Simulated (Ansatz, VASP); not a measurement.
# Cross-check of TiC between VASP and Ansatz, part 2 of 2

One calculation is typed for both programs; each brings its own data sets. How far apart do they land? The structure shown is the end of the Ansatz relaxation below.

VASP 6.6.1 and Ansatz 0.2.0.

So far. Step 3 (VASP: single point, LDA, pair 1): The run ends at a pressure of -5.27 GPa.

## (6) VASP: single point, LDA, pair 2 (continued)

Level of this step: LDA; plane waves and PAW (C, Ti_sv) (VASP).

Numbers of over 12 decimals in the logs are rounded to 6 here.

From OUTCAR (step 6):

```text
  Total        1.2420788      1.2420788      0.0619395      1.1653004      0.0000000      0.0000000
  in kB      105.1545323    105.1545323      5.2438073     98.6544631      0.0000000      0.0000000
  external PRESSURE =      71.8509573 kB  Pullay stress =       0.0000000 kB

 POSITION                                       TOTAL-FORCE (eV/Angst)
 -----------------------------------------------------------------------------------
      2.04520      2.04520      2.14320         0.000000      0.000000      0.000000
      0.00000      0.00000      0.00000        -0.000000     -0.000000     -0.000000
 -----------------------------------------------------------------------------------
    total drift:                                0.000000     -0.000000     -0.000000

  FREE ENERGIE OF THE ION-ELECTRON SYSTEM (eV)
  ---------------------------------------------------
  free  energy   TOTEN  =       -20.4900929256 eV

  energy  without entropy=      -20.4901627186  energy(sigma->0) =      -20.49011619

[... 1 part as in an earlier step ...]

[... 2 further parts left out ...]
[key lines of the parts left out:]
E-fermi :  10.1048
```

The run ends at a pressure of 7.19 GPa.

## (7) Side by side

The two programs side by side:

```
      quantity  Ansatz  VASP  difference
pressure (GPa)    6.62  7.19       -0.57
```

## (8) Ansatz: relaxation, LDA

This run makes the geometry at which the two programs are then compared. The cell compared in this pair holds 19.03 Å³, against 18.92 Å³ for the pair before.

The structure compared here is the end of the Ansatz relaxation.

File input.yaml:

```yaml
crystal:
  lattice:
    - [-0.0387905549, 2.1052915322, 2.1368354853]
    - [2.1052915322, -0.0387905549, 2.1368354853]
    - [2.0665009773, 2.0665009773, 0.0]
  atoms:
    - { symbol: C, position: [0.5, 0.5, 0.5] }
    - { symbol: Ti, position: [0.0, 0.0, 0.0] }
  conventional_axes: [[0, 0, 1], [1, -1, 0], [1, 1, -1]]
kpoints:
  mp_grid: { grid: [16, 16, 16] }
hamiltonian:
  xc: lda
  pseudopotentials: { kind: paw, azcp: { folder: soft_1 }, xc_functional: pbe }
scf:
  occupations: { method: methfessel_paxton, width: 0.2 }
output:
  forces: true
  stress: true
  eigenvalues: true
relax:
  adjacent_minimum: "off"
  f_tol: 0.001
  max_steps: 60
  cell: { stress_tol: 0.01, fix: [a, angles] }
```

The run is started by

```console
ansatz run input.yaml --threads 4 --pin off --max-ram 10240MiB --backend cpu --events-out ev --progress --plain --runs-dir out
```

The program printed:

```text
[...]
Crystal: 2 atoms, lattice volume = 18.936 Å³
Basis set: ecut = 420 eV, 347 PW (Γ)
Bands: 12, of which v1, the nominal top of the filled ones, is band 8 counted from 1 (7 counted from 0)
Symmetry: 8 space group operations
[...]
k-points: 621 of 4096
[...]
k-point 620: bands = [... 4 lower, 5.2346, 11.9303, 13.6023, 15.3185, 15.8699, 18.4443, 19.2693, 19.2698]
--- Relaxed structure (5 steps of the walk, 5 accepted, 2 SCFs on fresh bases) ---
[...]
cell:  # Å, volume = 19.0276 Å³
    - [-0.042411, 2.108912, 2.139993]
    - [2.108912, -0.042411, 2.139993]
    - [2.0665009773, 2.0665009773, 0.0]
  atoms:
    - { symbol: C, position: [0.5, 0.5, 0.500000] }
    - { symbol: Ti, position: [0, 0, 0] }
[key lines of the parts left out:]
SCF converged after 3 iterations
Free energy (F): -2695.160329 eV
Fermi energy:    15.459281 eV
P = ⅓ Tr σ = 4.8548 GPa (48.548 kbar)
```

## (9) VASP: single point, LDA, pair 3

The same cell, functional (in two slightly different forms), mesh and smearing now go to VASP, with its own data sets.

File INCAR:

```
SYSTEM = TiC
PREC = Accurate
ENCUT = 600
EDIFF = 1E-06
NELM = 120
ISMEAR = 1
SIGMA = 0.2
LREAL = .FALSE.
ALGO = Normal
GGA = CA
NBANDS = 14
LASPH = .TRUE.
LORBIT = 11
LWAVE = .FALSE.
LCHARG = .FALSE.
ISIF = 2
GGA_COMPAT = .FALSE.
KPAR = 2
```

File POSCAR:

```
TiC
1.0
   -0.0424110361      2.1089120134      2.1399934181
    2.1089120134     -0.0424110361      2.1399934181
    2.0665009773      2.0665009773      0.0000000000
C Ti
1 1
Direct
    0.5000000000      0.5000000000      0.5000000000
    0.0000000000      0.0000000000      0.0000000000
```

File KPOINTS:

```
Automatic mesh
0
Gamma
16 16 16
0 0 0
```

The projector-augmented-wave data sets are C and Ti_sv (LDA family, release 64).

The run is started by

```console
mpirun -np 2 vasp_std
```

The program printed:

```text
[... set-up lines as in an earlier step ...]
 entering main loop
       N       E                     dE             d eps       ncg     rms          rms(c)
DAV:   1     0.126302768144E+03    0.12630E+03   -0.88715E+03 17402   0.152E+03
DAV:   2    -0.172369181798E+02   -0.14354E+03   -0.13515E+03 18200   0.373E+02
DAV:   3    -0.255470879895E+02   -0.83102E+01   -0.81165E+01 23084   0.862E+01
DAV:   4    -0.258913380279E+02   -0.34425E+00   -0.34399E+00 21698   0.158E+01
[...]
DAV:  12    -0.205116560676E+02    0.47003E-05   -0.33977E-04 19428   0.230E-01    0.310E-02
DAV:  13    -0.205116493353E+02    0.67323E-05   -0.14494E-05 25006   0.423E-02    0.800E-03
DAV:  14    -0.205116489629E+02    0.37235E-06   -0.46273E-07 11874   0.641E-03
   1 F= -.20511649E+02 E0= -.20511652E+02  d E =0.990886E-05
```

OUTCAR, selected parts (step 9):

```text
  Total        0.9348258      0.9348258      0.0639890      0.8599878      0.0000000      0.0000000
  in kB       78.7150205     78.7150205      5.3880617     72.4134439      0.0000000      0.0000000
  external PRESSURE =      54.2727009 kB  Pullay stress =       0.0000000 kB

 POSITION                                       TOTAL-FORCE (eV/Angst)
 -----------------------------------------------------------------------------------
      2.06650      2.06650      2.13999        -0.000000      0.000000      0.000000
      0.00000      0.00000      0.00000         0.000000     -0.000000      0.000000
 -----------------------------------------------------------------------------------
    total drift:                                0.000000     -0.000000     -0.000000

  FREE ENERGIE OF THE ION-ELECTRON SYSTEM (eV)
  ---------------------------------------------------
  free  energy   TOTEN  =       -20.5116489629 eV

  energy  without entropy=      -20.5116588718  energy(sigma->0) =      -20.51165227

[... 1 part as in an earlier step ...]

[... 2 further parts left out ...]
[key lines of the parts left out:]
E-fermi :  10.0272
```

The run ends at a pressure of 5.43 GPa.

## (10) Side by side

The two programs side by side:

```
      quantity  Ansatz  VASP  difference
pressure (GPa)    4.85  5.43       -0.57
```

## (11) Summary of results

```yaml
difference_in_pressure_single_point_lda_pair_1: -0.56 GPa
difference_in_pressure_single_point_lda_pair_2: -0.57 GPa
difference_in_pressure_single_point_lda_pair_3: -0.57 GPa
```

What this shows: The difference in pressure is -0.57 GPa (single point, LDA, pair 3), within the 1 GPa picked in this series as the mark of a large difference. 5 further runs of this series are not shown here. Such differences can come from data sets, numerical settings and the points named under the comparisons, not from the functional's error against experiment.

[Lines on the potential files, build, host, timing and source positions are cut from VASP's logs without a mark.]

[Logs are printed without paths, hosts, clocks, repeated set-up lines and the standing remarks that a program may print on its own settings, such as how far it seeks lower states.]

[Hosts, paths, dates, database ids (printed as entryN), source tags and the programs' standing remarks are cut or masked in the printed files.]
